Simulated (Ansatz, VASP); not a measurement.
# Sn in two plane-wave programs

One calculation is typed for both programs; each brings its own data sets. How far apart do they land? The structure shown is the start of the Ansatz relaxation below; VASP solves that cell, so the two are compared at the walk's first step.

Main program and level: Ansatz 0.2.0; plane waves, with VASP 6.6.1 beside it; single point at r2SCAN.

### 1. Set-up

The structure is trigonal, space group R-3m (No. 166). The conventional cell has a = 4.784 Å, b = 4.784 Å, c = 11.257 Å, α = 90.00°, β = 90.00°, γ = 120.00°. Nearest to Sn lie 4 Sn at 2.85 to 2.90 Å.

### 2. Ansatz: relaxation, r2SCAN

Ansatz runs on its PAW soft_1 files.

The two programs are compared at the cell with which this relaxation starts, whose forces are those of its first step.

The input, input.yaml:

```yaml
crystal:
  lattice:
    - [-0.0886233039, 3.2938285931, 3.2938285931]
    - [3.2938285931, -0.0886233039, 3.2938285931]
    - [3.2938285931, 3.2938285931, -0.0886233039]
  atoms:
    - { symbol: Sn, position: [0.4983149712, 0.4983149712, 0.4983149712] }
    - { symbol: Sn, position: [0.7516850288, 0.7516850288, 0.7516850288] }
  conventional_axes: [[-1, 1, 0], [0, -1, 1], [1, 1, 1]]
kpoints:
  mp_grid: { grid: [12, 12, 12], shift: [0.5, 0.5, 0.5] }
hamiltonian:
  xc: r2scan
  pseudopotentials: { kind: paw, azcp: { folder: soft_1 } }
scf:
  occupations: { method: gaussian, width: 0.015 }
output:
  forces: true
  stress: true
  eigenvalues: true
relax:
  adjacent_minimum: "off"
  f_tol: 0.001
  max_steps: 60
  cell: { stress_tol: 0.01, fix: [a, b, angles] }
```

The run is started by

```sh
ansatz run input.yaml --threads 4 --pin off --max-ram 10240MiB --backend cpu --events-out ev --progress --plain --runs-dir out
```

Numbers of over 12 decimals in the logs are rounded to 6 here.

Output:

```text
Engine: ansatz 0.2.0, aarch64-unknown-linux-gnu
Pseudopotentials: kind: paw
Pseudopotential: Sn, paw, valence charge 14, recommended cutoff 500 eV (meta_gga), soft_1/Sn.paw.azcp
Functional definition: r2SCAN
  parameter k0 = 0.174
  parameter k1 = 0.065
  parameter a1 = 4.9479
  exchange = r2scan_x(k0 = k0, k1 = k1, a1 = a1)
  correlation = r2scan_c
Crystal: 2 atoms, lattice volume = 74.355 Å³
Basis set: ecut = 500 eV, 1885 PW (Γ), exchange–correlation on 144×144×144 points (64 copies of the dense FFT grid, shifted against one another)
Bands: 18, of which v1, the nominal top of the filled ones, is band 14 counted from 1 (13 counted from 0)
Symmetry: 12 space group operations
Space group: R-3m (ITA 166), of the structure as read, at distance tolerance 4.2e-5 Å
k-points: 182 of 1728
Non-local potential: Sn, projectors of the file, l = 0: 2, l = 1: 2, l = 2: 2, l = 3: 1
PAW form: soft (Blöchl's): semilocal exchange-correlation on the pseudo side does not see the compensation charge
PAW frozen core: Sn, regenerated for the run's functional (the file was generated under x = pbe(κ = 0.804, μ = 0.219515), c = pbe(β = 0.066725))
PAW one-centre angular grid: Sn, 590 points (default); XC on 160 Gauss nodes
Initial density: superposition of atomic densities (chi_scale 0.1, normalization cell)
Initial wavefunctions: pseudopotential atomic-orbital guess
Functional: x = r2scan, c = r2scan; τ floored in thin density (d = 2e-4 eV/Å³)
iter 1 solved again at ethr=1.06e-3 eV; its pass at ethr=3.10e-3 eV (dr2=2.97e-1 eV) is discarded
SCF iter   1: F=—  HF=-12077.303477 eV  |F-HF|=—  |Δ(HF+E_count)|=         —  Δρ=2.00e-2  dr2=2.99e-1  dr2_τ=3.12e-3  ethr=1.06e-3  ⟨swp⟩=1.0  Hψ=22739  notcnv=0
preconditioner: auto → Kerker (q_TF=auto, 2.318 Å⁻¹)  [metal: Δε(μ)=0.012 eV  Ē_g=20.608 eV  σ=0.015 eV  W_gap=0.42  n_scr=14 (ndim 8)  ℏωp=22.8 eV  f_vac=0.020  D(μ)=0.37/eV (n_scr^D=0)]
SCF iter   2: F=—  HF=-12077.352827 eV  |F-HF|=—  |Δ(HF+E_count)|=   4.94e-2  Δρ=1.38e-2  dr2=1.54e-1  dr2_τ=1.03e-3  ethr=1.06e-3  ⟨swp⟩=2.0  Hψ=3978  notcnv=0
preconditioner: auto → none  [insulator: Δε(μ)=0.045 eV  Ē_g=20.679 eV  σ=0.015 eV  W_gap=0.58  n_scr=14 (ndim 8)  ℏωp=22.8 eV  f_vac=0.025  D(μ)=0.42/eV (n_scr^D=0)  ε∞_Penn≈2.2]
SCF iter   3: F=—  HF=-12077.374153 eV  |F-HF|=—  |Δ(HF+E_count)|=   2.13e-2  Δρ=2.07e-3  dr2=4.07e-3  dr2_τ=4.99e-5  ethr=5.52e-4  ⟨swp⟩=3.0  Hψ=4716  notcnv=0
SCF iter   4: F=—  HF=-12077.374916 eV  |F-HF|=—  |Δ(HF+E_count)|=   7.63e-4  Δρ=4.43e-4  dr2=1.69e-4  dr2_τ=3.31e-6  ethr=1.45e-5  ⟨swp⟩=2.0  Hψ=6552  notcnv=0
SCF iter   5: F=—  HF=-12077.374962 eV  |F-HF|=—  |Δ(HF+E_count)|=   4.61e-5  Δρ=1.01e-4  dr2=5.98e-6  dr2_τ=1.55e-7  ethr=6.03e-7  ⟨swp⟩=2.0  Hψ=6092  notcnv=0
SCF iter   6: F=—  HF=-12077.374965 eV  |F-HF|=—  |Δ(HF+E_count)|=   2.90e-6  Δρ=2.34e-5  dr2=2.61e-7  dr2_τ=6.24e-9  ethr=2.13e-8  ⟨swp⟩=2.1  Hψ=5800  notcnv=0
SCF iter   7: F=-12077.374965 eV  HF=-12077.374965 eV  |F-HF|=7.02e-8  |Δ(HF+E_count)|=   2.68e-7  Δρ=9.38e-6  dr2=9.33e-8  dr2_τ=3.04e-9  ethr=3.57e-10  ⟨swp⟩=6.9  Hψ=16134  notcnv=0
SCF 1 converged in 7 iterations: F = -12077.374965 eV  dr2 = 9.33e-8
  greatest PAW one-centre occupation: 0.989 electrons in one spin orbital (limit 2), on the Sn atom at site 1 (counted from 0), in its partial waves of l = 2
relax step   1: F+E_penalty+E_count = -12077.37496522 eV  Δ(F+E_penalty+E_count) = +0.000e0 eV  max|allowed force component| = 4.194e-2 eV/Å  Δτ_max = 0.0000 Å  P = -1.810 GPa  Ω = 74.355 Å³  fix = [a, b, alpha, beta, gamma]  reactions: a -2.651, b -2.651 GPa  (7 SCF iters, dr2 threshold 1.00e-7 eV, accepted)
[...]
relax step   3: F+E_penalty+E_count = -12077.37570282 eV  Δ(F+E_penalty+E_count) = -7.376e-4 eV  max|allowed force component| = 4.649e-3 eV/Å  Δτ_max = 0.0071 Å  P = -1.709 GPa  Ω = 74.118 Å³  energy of the carried Pulay correction = +4.618e-6 eV  fix = [a, b, alpha, beta, gamma]  reactions: a -2.514, b -2.514 GPa  (9 SCF iters, accepted)
[...]
relax step   4: F+E_penalty+E_count = -12077.37574137 eV  Δ(F+E_penalty+E_count) = -3.855e-5 eV  max|allowed force component| = 4.777e-3 eV/Å  Δτ_max = 0.0026 Å  P = -1.629 GPa  Ω = 73.939 Å³  energy of the carried Pulay correction = +8.095e-6 eV  fix = [a, b, alpha, beta, gamma]  reactions: a -2.462, b -2.462 GPa  (5 SCF iters, dr2 threshold 2.52e-8 eV, accepted)
[...]
relax step   5: F+E_penalty+E_count = -12077.37575571 eV  Δ(F+E_penalty+E_count) = -1.434e-5 eV  max|allowed force component| = 1.090e-4 eV/Å  Δτ_max = 0.0011 Å  P = -1.655 GPa  Ω = 73.999 Å³  energy of the carried Pulay correction = +6.937e-6 eV  fix = [a, b, alpha, beta, gamma]  reactions: a -2.482, b -2.482 GPa  (5 SCF iters, dr2 threshold 3.51e-9 eV, accepted)
[...]
relax step   6: F+E_penalty+E_count = -12077.37574840 eV  Δ(F+E_penalty+E_count) = +7.311e-6 eV  max|allowed force component| = 1.058e-4 eV/Å  Δτ_max = 0.0000 Å  P = -1.655 GPa  Ω = 73.999 Å³  fix = [a, b, alpha, beta, gamma]  reactions: a -2.482, b -2.482 GPa  stress off target by 1.21e-3 GPa on what of the cell is left free  SCF on the basis re-selected at this cell (its energy is not comparable with the rows above)  (6 SCF iters)
basis re-selected at this cell: Δ(F+E_penalty+E_count) = +7.311e-6 eV, ΔP = +0.000 GPa vs the last step (what re-selecting the basis moved, of the pressure what is left beyond the Pulay correction that the steps carried, after the strain that the cell walked since its last selection, with what the two solves' SCF thresholds leave and, on support functions, any second-order correction that the steps lacked; it is no m [...]
SCF converged after 6 iterations
Free energy (F): -12077.375748 eV
Harris-Foulkes:  -12077.375748 eV  (|F-HF|=1.82e-12)
Internal energy: -12077.375748 eV  (E = F + TS)
E sigma→0 (E₀):  -12077.375748 eV
Entropy (-TS):   -0.000000 eV (-0.000 meV/atom)
Fermi energy:    6.765594 eV
--- Per-component energies (eV) ---
  E_band       = -288.799121
  E_kinetic    = 332.910999
  E_local      = -2714.931467  (includes V_loc(G=0)·N_el)
  E_nonlocal   = 288.911627
  E_hartree    = 1315.103072
  E_xc         = -228.690590
  E_vxc        = -167.830521  (∫ρ·V_xc dr)
  E_paw        = -8790.449658  (= ΣΔE_a)
  E_vpaw       = -669.147115  (= ΣTr[D̂ρ^β])
  E_aug_tail   = 0.000195  (compensation charges beyond the density's cutoff)
  E_vtau       = 11.081033  (kinetic-family band-sum trace: ∫τ·v_τ [+ j·A + Jᵃ·Aᵃ] dr)
  E_ewald      = -2281.700568
  E_core_change = 1.470642  (= ΣΔE_core)
  E_smearing   = -0.000000  (= −TS)
  E_closure    = 0.000000  (closes the sum)
  Σ components = -12077.375748   (vs F -12077.375748, Δ=0.00e0)
--- Forces (eV/Å), atoms counted from 1 ---
  atom   1  Sn     0.00010580     0.00010580     0.00010580
  atom   2  Sn    -0.00010580    -0.00010580    -0.00010580
  max |Σ_I F_I| component: 9.26e-18 eV/Å
--- Stress (GPa, compression-positive) ---
       -1.655156       0.826973       0.826973
        0.826973      -1.655156       0.826973
        0.826973       0.826973      -1.655156
  P = ⅓ Tr σ = -1.6552 GPa (-16.552 kbar)
--- Band table (eV; the first three rows and the last of 182) ---
  k-point 0: bands = [... 10 lower, -3.7466, 5.6543, 6.6997, 6.6997, 7.1164, 9.0173, 9.0173, 9.3393]
  k-point 1: bands = [... 10 lower, -3.6593, 4.7924, 6.5680, 6.6478, 7.3468, 9.1071, 9.2527, 9.7700]
  k-point 2: bands = [... 10 lower, -3.4484, 3.5983, 6.2818, 6.4138, 7.4316, 9.4467, 9.6522, 10.5883]
  k-point 181: bands = [... 10 lower, -1.9984, 0.5659, 4.9078, 5.4410, 7.0591, 9.9433, 10.2088, 12.8327]
--- Relaxed structure (5 steps of the walk, 4 accepted, 1 SCFs on fresh bases) ---
  F+E_penalty+E_count = -12077.37574840 eV   max|allowed force component| = 1.058e-4 eV/Å   (the final SCF, on the basis selected at the relaxed cell)
  cell:  # Å, volume = 73.9987 Å³
    - [-0.099015, 3.283437, 3.283437]
    - [3.283437, -0.099015, 3.283437]
    - [3.283437, 3.283437, -0.099015]
  atoms:
    - { symbol: Sn, position: [0.497544, 0.497544, 0.497544] }
    - { symbol: Sn, position: [0.752456, 0.752456, 0.752456] }
```

(Continued in part 2 of 3.)

[Lines on the potential files, build, host, timing and source positions are cut from VASP's logs without a mark.]

[Logs are printed without paths, hosts, clocks, repeated set-up lines and the standing remarks that a program may print on its own settings, such as how far it seeks lower states.]

[Hosts, paths, dates, database ids (printed as entryN), source tags and the programs' standing remarks are cut or masked in the printed files.]
